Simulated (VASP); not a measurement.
# BePt (Fm-3m) in VASP: further runs

The runs below take BePt through single point, relaxation of cell and atoms, with PBE.

Everything below comes from runs of VASP 6.6.1. Logs are shortened: lines on timing, memory, paths and dates and some standing lists are left out, and cuts for length are marked.

## (1) The undisturbed crystal

Symmetry: Fm-3m, No. 225, cubic system. Conventional cell: a = 4.665 Å, b = 4.665 Å, c = 4.665 Å, α = 90.00°, β = 90.00°, γ = 90.00°. Be (site symmetry m-3m) is surrounded by 6 Pt at 2.33 Å. Pt (site symmetry m-3m) has 6 Be at 2.33 Å as nearest neighbours.

The cell was built by a generator and needn't be a form met in nature.

## (2) Single point, PBE (species swapped into the KBr type (Fm-3m, No. 225))

Contents of INCAR:

```
SYSTEM = BePt
  PREC = Accurate
  ENCUT = 520
  EDIFF = 1E-6
  ISMEAR = 0
  SIGMA = 0.1
  LREAL = .False.
  LASPH = .True.
  NELM = 60
  ALGO = Normal
  ISIF = 2
  LWAVE = .False.
  LCHARG = .False.
  GGA = PE
  NBANDS = 13
```

Contents of KPOINTS:

```
Automatic mesh
0
Gamma
  20 20 20
  0 0 0
```

Contents of POSCAR:

```
BePt
1.0
    0.0000000000      2.3324006947      2.3324006947
    2.3324006947      0.0000000000      2.3324006947
    2.3324006947      2.3324006947      0.0000000000
Be Pt
1 1
Direct
    0.0000000000      0.0000000000      0.0000000000
    0.5000000000      0.5000000000      0.5000000000
```

Potentials or basis: VASP PAW PBE potentials, release 64 (Be, Pt).

Run with:

```
> cat potpaw_PBE.64/Be/POTCAR potpaw_PBE.64/Pt/POTCAR > POTCAR
> mpirun -np 1 vasp_std > vasp.out
```

OUTCAR:

```text
SYSTEM = BePt
   PREC = Accurate
   ENCUT = 520
   EDIFF = 1E-6
   ISMEAR = 0
   LREAL = .False.
   LASPH = .True.
   NELM = 60
   ISIF = 2
   GGA = PE

 ion  position               nearest neighbor table
   1  0.000  0.000  0.000-   2 2.33   2 2.33   2 2.33   2 2.33   2 2.33   2 2.33
   2  0.500  0.500  0.500-   1 2.33   1 2.33   1 2.33   1 2.33   1 2.33   1 2.33

  LATTYP: Found a face centered cubic cell.
 ALAT       =     4.6648013894

  Lattice vectors:

 A1 = (   0.0000000000,   2.3324006947,   2.3324006947)
 A2 = (   2.3324006947,   0.0000000000,   2.3324006947)
 A3 = (   2.3324006947,   2.3324006947,   0.0000000000)

Analysis of symmetry for initial positions (statically):
=====================================================================
 Subroutine PRICEL returns:
 Original cell was already a primitive cell.

 Routine SETGRP: Setting up the symmetry group for a
 face centered cubic supercell.

 Subroutine GETGRP returns: Found 48 space group operations
 (whereof 48 operations were pure point group operations)
 out of a pool of 48 trial point group operations.

The static configuration has the point symmetry O_h .

Analysis of symmetry for dynamics (positions and initial velocities):
=====================================================================
 Subroutine PRICEL returns:
 Original cell was already a primitive cell.

 Routine SETGRP: Setting up the symmetry group for a
 face centered cubic supercell.

 Subroutine GETGRP returns: Found 48 space group operations
 (whereof 48 operations were pure point group operations)
 out of a pool of 48 trial point group operations.

The dynamic configuration has the point symmetry O_h .

 Subroutine INISYM returns: Found 48 space group operations
 (whereof 48 operations are pure point group operations),
 and found     1 'primitive' translations

----------------------------------------------------------------------------------------

                                     Primitive cell

  volume of cell :      25.3770

  direct lattice vectors                    reciprocal lattice vectors
     0.000000000  2.332400695  2.332400695    -0.214371399  0.214371399  0.214371399
     2.332400695  0.000000000  2.332400695     0.214371399 -0.214371399  0.214371399
     2.332400695  2.332400695  0.000000000     0.214371399  0.214371399 -0.214371399

  length of vectors
     3.298512695  3.298512695  3.298512695     0.371302155  0.371302155  0.371302155

  position of ions in fractional coordinates (direct lattice)
     0.000000000  0.000000000  0.000000000
     0.500000000  0.500000000  0.500000000

  ion indices of the primitive-cell ions
[... 76 lines left out ...]
   LREAL  =      F    real-space projection
[... 7 lines left out ...]
   TEBEG  =    0.0;   TEEND  =   0.0 temperature during run
   PSTRESS=    0.0 pullay stress
   NELECT =      12.0000    total number of electrons
   NUPDOWN=      -1.0000    fix difference up-down
   EMIN   =  10.00;   EMAX   =-10.00  energy-range for DOS
   EFERMI =   0.00;   METHOD = LEGACY
   ISMEAR =     0;   SIGMA  =   0.10  broadening in eV -4-tet -1-fermi 0-gaus
   EFERMI_NEDOS =   21; number of points for ismear=-14 and -15
   IALGO  =     38    algorithm
   IMIX   =      4    mixing-type and parameters
     AMIX     =   0.40;   BMIX     =  1.00
     AMIX_MAG =   1.60;   BMIX_MAG =  1.00
  volume/ion in A,a.u.               =      12.69        85.63
  Fermi-wavevector in a.u.,A,eV,Ry     =   1.275426  2.410207 22.132769  1.626713
  Thomas-Fermi vector in A             =   2.408139
   LORBIT       =      0    0 simple, 1 ext, 2 COOP (PROOUT), +10 PAW based schemes
   GGA     = PE    functional components
   LHFCALC =     F    Hartree Fock is set to
   AEXX    =    0.0000 exact exchange contribution
   IVDW    =     0    specifies the selected vdW correction
   LEPSILON=     F    determine dielectric tensor
   LRPA    =     F    only Hartree local field effects (RPA)
 non-spin polarized calculation
 Gauss-broadening in eV      SIGMA  =   0.10
  energy-cutoff  :      520.00
  volume of cell :       25.38
 maximum number of plane-waves:       701
 NGX is ok and might be reduce to    28
   NGX = 13   NGY = 13   NGZ = 13

 number of electron      12.0000001 magnetization

 Free energy of the ion-electron system (eV)
  ---------------------------------------------------
  ext. energy  EPLUGINS =         0.00000000
  ---------------------------------------------------
  free energy    TOTEN  =       -10.36084764 eV

  energy without entropy =      -10.35749150  energy(sigma->0) =      -10.35916957

 E-fermi :   8.3755     XC(G=0): -11.9124

 val. band max:        8.3710356448   @ k =  -0.3000   0.4000   0.2000
 cond. band min:       8.3945179519   @ k =  -0.4500   0.2000   0.0500
 fundamental gap:      0.0234823071
 Fermi energy:         8.3754793646

 k-point     1 :       0.0000    0.0000    0.0000
  band No.  band energies     occupation
      1      -1.3366      2.00000
      2       4.9502      2.00000
      3       4.9502      2.00000
      4       4.9502      2.00000
      5       5.5227      2.00000
      6       5.5227      2.00000
      7      14.1779      0.00000
      8      14.1779      0.00000
      9      14.1779      0.00000
     10      20.2826      0.00000
     11      26.3356      0.00000
     12      27.0116      0.00000
     13      27.0116      0.00000
[... 354 lines left out ...]
  band No.  band energies     occupation
      1       1.0858      2.00000
      2       4.0984      2.00000
      3       4.0992      2.00000
      4       4.4472      2.00000
      5       6.2404      2.00000
      6       6.4855      2.00000
      7      10.0465      0.00000
      8      16.7042      0.00000
      9      18.3109      0.00000
     10      18.7997      0.00000
     11      20.4812      0.00000
     12      21.0983      0.00000
     13      26.0488      0.00000

 [... further k-points ...]
[... 5 lines left out ...]
  --------------------------------------------------------------------------------------
  -------------------------------------------------------------------------------------
  Total       -0.0013408     -0.0013408     -0.0013408      0.0000000      0.0000000     -0.0000000
  in kB       -0.0846540     -0.0846540     -0.0846540      0.0000000      0.0000000     -0.0000000
  external PRESSURE =      -0.0846540 kB  Pullay stress =       0.0000000 kB

 VOLUME and BASIS-vectors are now :
 -----------------------------------------------------------------------------
  energy-cutoff  :      520.00
  volume of cell :       25.38
      direct lattice vectors                 reciprocal lattice vectors
     0.000000000  2.332400695  2.332400695    -0.214371399  0.214371399  0.214371399
     2.332400695  0.000000000  2.332400695     0.214371399 -0.214371399  0.214371399
     2.332400695  2.332400695  0.000000000     0.214371399  0.214371399 -0.214371399

 POSITION                                       TOTAL-FORCE (eV/Angst)
 -----------------------------------------------------------------------------------
      0.00000      0.00000      0.00000        -0.000000     -0.000000     -0.000000
      2.33240      2.33240      2.33240         0.000000      0.000000      0.000000
 -----------------------------------------------------------------------------------
    total drift:                                0.000000      0.000000      0.000000

  FREE ENERGIE OF THE ION-ELECTRON SYSTEM (eV)
  ---------------------------------------------------
  free  energy   TOTEN  =       -10.3608476380 eV

  energy  without entropy=      -10.3574915027  energy(sigma->0) =      -10.35916957
```

stdout:

```text
POSCAR found type information on POSCAR BePt
 POSCAR found :  2 types and       2 ions
 scaLAPACK will be used
 LDA part: xc-table for (Slater+PW92), standard interpolation
 POSCAR, INCAR and KPOINTS ok, starting setup
 FFT: planning ... GRIDC
 FFT: planning ... GRID_SOFT
 FFT: planning ... GRID
 WAVECAR not read
 entering main loop
```

It took 50 s on 1 thread of AMD EPYC 9R45 (Zen 5), shared host; peak memory 0.2 GiB.

Results:

- Free energy: -10.3608 eV
- Pressure: 0.0 GPa
- Band gap on the k mesh: none (metal or under the smearing width)

## (3) Relaxation of cell and atoms, PBE (species swapped into the KBr type (Fm-3m, No. 225))

Contents of INCAR:

```
SYSTEM = BePt
PREC = Accurate
ENCUT = 600
EDIFF = 1E-7
ISMEAR = 0
SIGMA = 0.1
LREAL = .FALSE.
LASPH = .TRUE.
NELM = 80
ALGO = Normal
ISIF = 3
LWAVE = .FALSE.
LCHARG = .FALSE.
GGA = PE
IBRION = 2
NSW = 100
EDIFFG = -0.01
```

Contents of KPOINTS:

```
Automatic mesh
0
G
  20 20 20
  0 0 0
```

Contents of POSCAR:

```
BePt
1.0
    0.0000000000      2.3365483051      2.3365483051
    2.3365483051      0.0000000000      2.3365483051
    2.3365483051      2.3365483051      0.0000000000
Be Pt
1 1
Direct
    0.0000000000      0.0000000000      0.0000000000
    0.5000000000      0.5000000000      0.5000000000
```

Potentials or basis: VASP PAW PBE potentials, release 64 (Be, Pt).

Run with:

```
> cat potpaw_PBE.64/Be/POTCAR potpaw_PBE.64/Pt/POTCAR > POTCAR
> mpirun -np 1 vasp_std > vasp.out
```

Wall time 84 s (1 thread of AMD EPYC 9R45 (Zen 5), shared host); peak memory 0.21 GiB.

It converged, with:

```yaml
Free_energy: -10.3609 eV
Relaxed_volume: 12.69 Å³/atom
Relaxed_cell: a = 3.299 Å, b = 3.299 Å, c = 3.299 Å, α = 60.00°, β = 60.00°, γ = 60.00°
Space_group_after_relaxing_to_0.05_Å: Fm-3m (No. 225)
Energy_gained_by_relaxing: 0.2 meV/atom
Ionic_steps: 3
Pressure_after_relaxing: 0.0 GPa
Band_gap_on_the_k_mesh: none (metal or under the smearing width)
```

The path:
```
step  energy change (eV)  largest force (eV/Å)  pressure (GPa)  volume (Å³)
   1              0.0000                0.0000           -0.79        25.51
   2             -0.0001                0.0000            0.66        25.28
   3             -0.0003                0.0000            0.01        25.38
```

Final structure:
```
Be Pt
1.0
     0.00000    2.33261    2.33261
     2.33261    0.00000    2.33261
     2.33261    2.33261    0.00000
Be Pt
1 1
Direct
  0.00000 0.00000 0.00000
  0.50000 0.50000 0.50000
```

Levels at points of the mesh, in eV from the Fermi level:
```
           k point  band 3  band 4  band 5  band 6  band 7  band 8  band 9  band 10
(0.00, 0.00, 0.00)   -3.42   -3.42   -2.85   -2.85    5.80    5.80    5.80    11.91
(0.50, 0.00, 0.00)   -4.46   -3.39   -1.74   -1.74    0.04    9.98   10.49    10.49
(0.50, 0.50, 0.00)   -2.62   -2.07   -1.30   -1.30    1.74    2.27    2.27    10.65
```
